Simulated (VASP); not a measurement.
# Al4Cd (F-43m) in VASP: a series of runs

Runs on Al4Cd. Level: PBE. Tasks: single point, relaxation of cell and atoms.

Program: VASP 6.6.1. These are calculated values, not measurements. Logs are shortened: lines on timing, memory, paths and dates and some standing lists are left out, and cuts for length are marked.

## Step 1: The undisturbed crystal

The structure is cubic, space group F-43m (No. 216). The conventional cell has a = 7.680 Å, b = 7.680 Å, c = 7.680 Å, α = 90.00°, β = 90.00°, γ = 90.00°. Al (site symmetry 3m) is surrounded by 6 Al at 2.69 to 2.74 Å. Around Cd (site symmetry -43m) lie 12 Al at 3.19 Å.

The cell was built by a generator and needn't be a form met in nature.

## Step 2: Single point, PBE (random cell by space group and Wyckoff sites (F-43m, No. 216))

INCAR reads:

```
PREC     = Accurate       # precision mode
ENCUT    = 520            # plane-wave cutoff, eV
EDIFF    = 1E-6           # SCF threshold, eV
ISMEAR   = 0              # smearing method
SIGMA    = 0.1            # smearing width, eV
LREAL    = False          # projectors in reciprocal space
LASPH    = True           # aspherical terms in the spheres
NELM     = 80             # most SCF steps
ALGO     = Normal         # electronic algorithm
ISIF     = 2              # what is computed and relaxed
LWAVE    = False          # write WAVECAR
LCHARG   = False          # write CHGCAR
GGA      = PE             # functional
NBANDS   = 20             # bands
```

KPOINTS reads:

```
Automatic mesh
0
Gamma
  8 8 8
```

POSCAR reads:

```
Al4Cd
1.0
    0.0000000000      3.8398110512      3.8398110512
    3.8398110512      0.0000000000      3.8398110512
    3.8398110512      3.8398110512      0.0000000000
Al Cd
4 1
Direct
    0.1260152672      0.6219541985      0.1260152672
    0.1260152672      0.1260152672      0.1260152672
    0.6219541985      0.1260152672      0.1260152672
    0.1260152672      0.1260152672      0.6219541985
    0.7500000000      0.7500000000      0.7500000000
```

Potentials or basis: VASP PAW PBE potentials, release 64 (Al, Cd).

On the command line:

```
$ cat potpaw_PBE.64/Al/POTCAR potpaw_PBE.64/Cd/POTCAR > POTCAR
$ mpirun -np 1 vasp_std > vasp.out
```

OUTCAR:

```text
PREC = Accurate
   ENCUT = 520
   EDIFF = 1E-6
   ISMEAR = 0
   LREAL = False
   LASPH = True
   NELM = 80
   ISIF = 2
   GGA = PE

 ion  position               nearest neighbor table
   1  0.126  0.622  0.126-   2 2.69   3 2.69   4 2.69   4 2.74   2 2.74   3 2.74   5 3.19   5 3.19
                             5 3.19
   2  0.126  0.126  0.126-   1 2.69   3 2.69   4 2.69   4 2.74   1 2.74   3 2.74   5 3.19   5 3.19
                             5 3.19
   3  0.622  0.126  0.126-   1 2.69   2 2.69   4 2.69   2 2.74   4 2.74   1 2.74   5 3.19   5 3.19
                             5 3.19
   4  0.126  0.126  0.622-   1 2.69   2 2.69   3 2.69   2 2.74   1 2.74   3 2.74   5 3.19   5 3.19
                             5 3.19
   5  0.750  0.750  0.750-   1 3.19   3 3.19   3 3.19   4 3.19   1 3.19   4 3.19   2 3.19   2 3.19
                             2 3.19   1 3.19   3 3.19   4 3.19

  LATTYP: Found a face centered cubic cell.
 ALAT       =     7.6796221024

  Lattice vectors:

 A1 = (   0.0000000000,   3.8398110512,   3.8398110512)
 A2 = (   3.8398110512,   0.0000000000,   3.8398110512)
 A3 = (   3.8398110512,   3.8398110512,   0.0000000000)

Analysis of symmetry for initial positions (statically):
=====================================================================
 Subroutine PRICEL returns:
 Original cell was already a primitive cell.

 Routine SETGRP: Setting up the symmetry group for a
 face centered cubic supercell.

 Subroutine GETGRP returns: Found 24 space group operations
 (whereof 24 operations were pure point group operations)
 out of a pool of 48 trial point group operations.

The static configuration has the point symmetry T_d .

Analysis of symmetry for dynamics (positions and initial velocities):
=====================================================================
 Subroutine PRICEL returns:
 Original cell was already a primitive cell.

 Routine SETGRP: Setting up the symmetry group for a
 face centered cubic supercell.

 Subroutine GETGRP returns: Found 24 space group operations
 (whereof 24 operations were pure point group operations)
 out of a pool of 48 trial point group operations.

The dynamic configuration has the point symmetry T_d .

 Subroutine INISYM returns: Found 24 space group operations
 (whereof 24 operations are pure point group operations),
 and found     1 'primitive' translations

----------------------------------------------------------------------------------------

                                     Primitive cell

  volume of cell :     113.2295

  direct lattice vectors                    reciprocal lattice vectors
     0.000000000  3.839811051  3.839811051    -0.130214741  0.130214741  0.130214741
     3.839811051  0.000000000  3.839811051     0.130214741 -0.130214741  0.130214741
     3.839811051  3.839811051  0.000000000     0.130214741  0.130214741 -0.130214741

  length of vectors
     5.430312866  5.430312866  5.430312866     0.225538547  0.225538547  0.225538547

  position of ions in fractional coordinates (direct lattice)
     0.126015267  0.621954198  0.126015267
     0.126015267  0.126015267  0.126015267
     0.621954198  0.126015267  0.126015267
     0.126015267  0.126015267  0.621954198
     0.750000000  0.750000000  0.750000000

  ion indices of the primitive-cell ions
   primitive index   ion index
                 1           1
                 2           2
                 3           3
                 4           4
                 5           5

----------------------------------------------------------------------------------------

 KPOINTS: Automatic mesh

Automatic generation of k-mesh.
 Grid dimensions read from file:
 generate k-points for:    8    8    8

 Generating k-lattice:

  Cartesian coordinates                     Fractional coordinates (reciprocal lattice)
    -0.016276843  0.016276843  0.016276843     0.125000000  0.000000000  0.000000000
     0.016276843 -0.016276843  0.016276843     0.000000000  0.125000000  0.000000000
     0.016276843  0.016276843 -0.016276843     0.000000000  0.000000000  0.125000000

  Length of vectors
     0.028192318  0.028192318  0.028192318

  Shift w.r.t. Gamma in fractional coordinates (k-lattice)
     0.000000000  0.000000000  0.000000000

 Subroutine IBZKPT returns following result:
 ===========================================

 Found     29 irreducible k-points:

 Following reciprocal coordinates:
            Coordinates               Weight
  0.000000  0.000000  0.000000      1.000000
  0.125000  0.000000  0.000000      8.000000
  0.250000  0.000000  0.000000      8.000000
  0.375000  0.000000  0.000000      8.000000
  0.500000  0.000000  0.000000      4.000000
  0.125000  0.125000  0.000000      6.000000
[... 16 lines left out ...]
  0.500000  0.250000  0.125000     48.000000
 -0.375000  0.250000  0.125000     24.000000
 [... further k-points ...]
   k-points           NKPTS =     29   k-points in BZ     NKDIM =     29   number of bands    NBANDS=     20
   number of dos      NEDOS =    301   number of ions     NIONS =      5
   total plane-waves  NPLWV =  64000
   dimension x,y,z NGX =    40 NGY =   40 NGZ =   40
   dimension x,y,z NGXF=    80 NGYF=   80 NGZF=   80
   ions per type =               4   1
   NGX,Y,Z   is equivalent  to a cutoff of  12.25, 12.25, 12.25 a.u.
   NGXF,Y,Z  is equivalent  to a cutoff of  24.49, 24.49, 24.49 a.u.
 SYSTEM =  unknown system
   PREC   = accura    normal or accurate (medium, high low for compatibility)
   ISTART =      0    job   : 0-new  1-cont  2-samecut
   ICHARG =      2    charge: 1-file 2-atom 10-const
   ISPIN  =      1    spin polarized calculation?
   LNONCOLLINEAR =      F non collinear calculations
   LSORBIT =      F    spin-orbit coupling
   LASPH  =      T    aspherical Exc in radial PAW
   ENCUT  =  520.0 eV  38.22 Ry    6.18 a.u.  10.10 10.10 10.10*2*pi/ulx,y,z
   NELM   =     80;   NELMIN=  2; NELMDL= -5     # of ELM steps
   EDIFF  = 0.1E-05   stopping-criterion for ELM
   LREAL  =      F    real-space projection
   EDIFFG = 0.1E-04   stopping-criterion for IOM
   NSW    =      0    number of steps for IOM
   IBRION =     -1    ionic relax: 0-MD 1-quasi-New 2-CG
   NFREE  =      0    steps in history (QN), initial steepest desc. (CG)
   ISIF   =      2    stress and relaxation
   ISYM   =      2    0-nonsym 1-usesym 2-fastsym
   POTIM  = 0.5000    time-step for ionic-motion
   TEBEG  =    0.0;   TEEND  =   0.0 temperature during run
   PSTRESS=    0.0 pullay stress
   NELECT =      24.0000    total number of electrons
   NUPDOWN=      -1.0000    fix difference up-down
   EMIN   =  10.00;   EMAX   =-10.00  energy-range for DOS
   EFERMI =   0.00;   METHOD = LEGACY
   ISMEAR =     0;   SIGMA  =   0.10  broadening in eV -4-tet -1-fermi 0-gaus
   EFERMI_NEDOS =   21; number of points for ismear=-14 and -15
   IALGO  =     38    algorithm
   IMIX   =      4    mixing-type and parameters
     AMIX     =   0.40;   BMIX     =  1.00
     AMIX_MAG =   1.60;   BMIX_MAG =  1.00
  volume/ion in A,a.u.               =      22.65       152.82
  Fermi-wavevector in a.u.,A,eV,Ry     =   0.976095  1.844552 12.963105  0.952761
  Thomas-Fermi vector in A             =   2.106687
   LORBIT       =      0    0 simple, 1 ext, 2 COOP (PROOUT), +10 PAW based schemes
   GGA     = PE    functional components
   LHFCALC =     F    Hartree Fock is set to
   AEXX    =    0.0000 exact exchange contribution
   IVDW    =     0    specifies the selected vdW correction
   LEPSILON=     F    determine dielectric tensor
   LRPA    =     F    only Hartree local field effects (RPA)
 non-spin polarized calculation
 Gauss-broadening in eV      SIGMA  =   0.10
  energy-cutoff  :      520.00
  volume of cell :      113.23
 maximum number of plane-waves:      3071
   NGX = 21   NGY = 21   NGZ = 21

 number of electron      24.0000008 magnetization

 Free energy of the ion-electron system (eV)
  ---------------------------------------------------
  ext. energy  EPLUGINS =         0.00000000
  ---------------------------------------------------
  free energy    TOTEN  =       -14.12410794 eV

  energy without entropy =      -14.10911701  energy(sigma->0) =      -14.11661247

 E-fermi :   4.3358     XC(G=0):  -9.1661

 val. band max:        4.3351097086   @ k =  -0.2500   0.1250   0.0000
 cond. band min:       4.3462806330   @ k =  -0.2500   0.2500   0.0000
 fundamental gap:      0.0111709244
 Fermi energy:         4.3357957431

 k-point     1 :       0.0000    0.0000    0.0000
  band No.  band energies     occupation
      1      -5.2092      2.00000
      2      -4.3481      2.00000
      3      -4.3481      2.00000
      4      -4.3416      2.00000
      5      -4.3416      2.00000
      6      -4.3416      2.00000
[... 12 lines left out ...]
     19       6.8639      0.00000
     20       9.4860      0.00000

 k-point     2 :       0.1250    0.0000    0.0000
  band No.  band energies     occupation
      1      -5.1110      2.00000
      2      -4.3518      2.00000
      3      -4.3518      2.00000
      4      -4.3362      2.00000
      5      -4.3362      2.00000
      6      -4.3353      2.00000
[... 12 lines left out ...]
     19       7.5399      0.00000
     20      10.0691      0.00000

 k-point     3 :       0.2500    0.0000    0.0000
  band No.  band energies     occupation
      1      -4.8453      2.00000
      2      -4.3606      2.00000
      3      -4.3606      2.00000
      4      -4.3233      2.00000
      5      -4.3233      2.00000
      6      -4.2942      2.00000
[... 12 lines left out ...]
     19       8.7834      0.00000
     20      10.5796      0.00000

 k-point     4 :       0.3750    0.0000    0.0000
  band No.  band energies     occupation
      1      -4.5893      2.00000
      2      -4.3694      2.00000
      3      -4.3694      2.00000
      4      -4.3103      2.00000
      5      -4.3103      2.00000
      6      -4.0836      2.00000
[... 429 lines left out ...]
 k-point    23 :       0.5000    0.2500    0.1250
  band No.  band energies     occupation
      1      -4.5408      2.00000
      2      -4.4090      2.00000
      3      -4.3572      2.00000
      4      -4.3125      2.00000
      5      -4.3055      2.00000
      6      -3.8334      2.00000
[... 12 lines left out ...]
     19       9.1579      0.00000
     20      10.0196      0.00000

 k-point    24 :      -0.3750    0.2500    0.1250
  band No.  band energies     occupation
      1      -4.5039      2.00000
      2      -4.4189      2.00000
      3      -4.3602      2.00000
      4      -4.3092      2.00000
      5      -4.3018      2.00000
      6      -3.5113      2.00000
[... 12 lines left out ...]
     19       9.9865      0.00000
     20      10.2641      0.00000

 [... further k-points ...]

------------------------ aborting loop because EDIFF is reached ----------------------------------------

  FORCE on cell =-STRESS in cart. coord.  units (eV):
  Direction    XX          YY          ZZ          XY          YZ          ZX
  --------------------------------------------------------------------------------------
  -------------------------------------------------------------------------------------
  Total        0.0173869      0.0173869      0.0173869     -0.0000000      0.0000000     -0.0000000
  in kB        0.2460221      0.2460221      0.2460221     -0.0000000      0.0000000     -0.0000000
  external PRESSURE =       0.2460221 kB  Pullay stress =       0.0000000 kB

 VOLUME and BASIS-vectors are now :
 -----------------------------------------------------------------------------
  energy-cutoff  :      520.00
  volume of cell :      113.23
      direct lattice vectors                 reciprocal lattice vectors
     0.000000000  3.839811051  3.839811051    -0.130214741  0.130214741  0.130214741
     3.839811051  0.000000000  3.839811051     0.130214741 -0.130214741  0.130214741
     3.839811051  3.839811051  0.000000000     0.130214741  0.130214741 -0.130214741

 POSITION                                       TOTAL-FORCE (eV/Angst)
 -----------------------------------------------------------------------------------
      2.87206      0.96775      2.87206         0.001622     -0.001622      0.001622
      0.96775      0.96775      0.96775        -0.001622     -0.001622     -0.001622
      0.96775      2.87206      2.87206        -0.001622      0.001622      0.001622
      2.87206      2.87206      0.96775         0.001622      0.001622     -0.001622
      5.75972      5.75972      5.75972        -0.000000     -0.000000     -0.000000
 -----------------------------------------------------------------------------------
    total drift:                               -0.000000     -0.000000     -0.000000

  FREE ENERGIE OF THE ION-ELECTRON SYSTEM (eV)
  ---------------------------------------------------
  free  energy   TOTEN  =       -14.1241079404 eV

  energy  without entropy=      -14.1091170084  energy(sigma->0) =      -14.11661247
```

Wall time 75 s (1 thread of Intel Xeon Platinum 8488C (Sapphire Rapids), shared host); peak memory 0.26 GiB.

Results:

| Item | Value |
| --- | --- |
| Free energy | -14.1241 eV |
| Pressure | 0.0 GPa |
| Band gap on the k mesh | none (metal or under the smearing width) |

Forces on the atoms (eV/Å):
```
Al   0.002 -0.002  0.002
Al  -0.002 -0.002 -0.002
Al  -0.002  0.002  0.002
Al   0.002  0.002 -0.002
Cd   0.000  0.000  0.000
```

Levels at points of the mesh, in eV from the Fermi level:
| k point | band 8 | band 9 | band 10 | band 11 | band 12 | band 13 | band 14 | band 15 | band 16 | band 17 |
| --- | --- | --- | --- | --- | --- | --- | --- | --- | --- | --- |
| (0.00, 0.00, 0.00) | -1.99 | -1.99 | -1.99 | -1.53 | -1.53 | -1.53 | -1.16 | 0.98 | 0.98 | 2.53 |
| (0.50, 0.00, 0.00) | -3.91 | -2.70 | -2.70 | -1.47 | -1.47 | 0.15 | 1.94 | 2.40 | 2.40 | 3.32 |
| (0.50, 0.50, 0.00) | -4.39 | -4.10 | -4.10 | -2.33 | 2.20 | 2.28 | 2.28 | 3.03 | 3.09 | 3.18 |

## Step 3: Relaxation of cell and atoms, PBE (random cell by space group and Wyckoff sites (F-43m, No. 216))

INCAR reads:

```
SYSTEM = Al4Cd
ALGO = Normal
EDIFF = 1E-6
EDIFFG = -0.01
ENCUT = 600
GGA = PE
IBRION = 2
ISIF = 3
ISMEAR = 0
LASPH = .True.
LCHARG = .False.
LREAL = .False.
LWAVE = .False.
NELM = 100
NSW = 100
PREC = Accurate
SIGMA = 0.1
```

KPOINTS reads:

```
k-points
0
Gamma
  8 8 8
  0 0 0
```

POSCAR reads:

```
Al4Cd
1.0
    0.0000000000      3.8371485570      3.8371485570
    3.8371485570      0.0000000000      3.8371485570
    3.8371485570      3.8371485570      0.0000000000
Al Cd
4 1
Direct
    0.1259285098      0.6222144706      0.1259285098
    0.1259285098      0.1259285098      0.1259285098
    0.6222144706      0.1259285098      0.1259285098
    0.1259285098      0.1259285098      0.6222144706
    0.7500000000      0.7500000000      0.7500000000
```

Potentials or basis: VASP PAW PBE potentials, release 64 (Al, Cd).

On the command line:

```
$ cat potpaw_PBE.64/Al/POTCAR potpaw_PBE.64/Cd/POTCAR > POTCAR
$ mpirun -np 1 vasp_std > vasp.out
```

Run time: 2 min. Hardware: 1 thread of Intel Xeon Platinum 8488C (Sapphire Rapids), shared host; peak memory 0.35 GiB.

It converged, with:

```yaml
Free_energy: -14.1238 eV
Relaxed_volume: 22.65 Å³/atom
Relaxed_cell: a = 5.430 Å, b = 5.430 Å, c = 5.430 Å, α = 60.00°, β = 60.00°, γ = 60.00°
Space_group_after_relaxing_to_0.05_Å: F-43m (No. 216)
Energy_gained_by_relaxing: 0.0 meV/atom
Ionic_steps: 2
Pressure_after_relaxing: 0.0 GPa
Band_gap_on_the_k_mesh: none (metal or under the smearing width)
```

Forces in eV/Å, atoms in the order of the input:
```
Al  -0.001  0.001 -0.001
Al   0.001  0.001  0.001
Al   0.001 -0.001 -0.001
Al  -0.001 -0.001  0.001
Cd   0.000  0.000  0.000
```

Step by step:
| step | energy change (eV) | largest force (eV/Å) | pressure (GPa) | volume (Å³) |
| --- | --- | --- | --- | --- |
| 1 | 0.0000 | 0.0182 | 0.11 | 112.99 |
| 2 | -0.0001 | 0.0021 | -0.01 | 113.24 |

Final structure:
```yaml
crystal:
  lattice:
    - [0.00000, 3.83990, 3.83990]
    - [3.83990, 0.00000, 3.83990]
    - [3.83990, 3.83990, 0.00000]
  atoms:
    - { symbol: Al, position: [0.12599, 0.62202, 0.12599] }
    - { symbol: Al, position: [0.12599, 0.12599, 0.12599] }
    - { symbol: Al, position: [0.62202, 0.12599, 0.12599] }
    - { symbol: Al, position: [0.12599, 0.12599, 0.62202] }
    - { symbol: Cd, position: [0.75000, 0.75000, 0.75000] }
```

Levels at points of the mesh, in eV from the Fermi level:
```tsv
k point	band 9	band 10	band 11	band 12	band 13	band 14	band 15	band 16
(0.00, 0.00, 0.00)	-1.98	-1.98	-1.53	-1.53	-1.53	-1.16	0.98	0.98
(0.50, 0.00, 0.00)	-2.70	-2.70	-1.47	-1.47	0.15	1.94	2.40	2.40
(0.50, 0.50, 0.00)	-4.10	-4.10	-2.33	2.20	2.28	2.28	3.03	3.09
```
